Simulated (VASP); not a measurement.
Given:

```
FeAs
1.0
    0.00000     2.49303     2.49303
    2.49303     0.00000     2.49303
    2.49303     2.49303     0.00000
Fe As
1 1
Direct
  0.00000   0.00000   0.00000
  0.50000   0.50000   0.50000
```
Starting moments (μB, in the order of the record's atoms Fe As): 2.4 0.0.

These are PBE GGA, VASP's PBE PAW potentials (set 64) (plane waves; VASP 6.6.1) values and carry that method's errors. Run with 400 eV cut-off, 11×11×11 Γ-centred mesh, first-order Methfessel-Paxton smearing of 0.10 eV, potentials Fe As.

Q: Predict the cell moment, energy per atom (σ→0), band gap (on the k-mesh) with the smallest direct gap where there is one.

A: 
```json
{
  "band gap (on the k-mesh)": "none (metal, semimetal or under 0.01 eV)",
  "cell_moment": "2.45 μB",
  "energy per atom (σ→0)": "-6.238 eV/atom"
}
```

Q: Give the moment on each site (PAW-sphere projection).

A: 
```
site  moment (μB)
----  -----------
Fe1          2.44
As2         -0.02
```

The absolute energy has meaning only against runs of the same code, potentials and settings.

The structure was generated: FeAs was put into the rock salt type (Fm-3m), which need not be its known phase. It was relaxed first, which changed the volume by -22 %. The start is the result of an earlier pass.
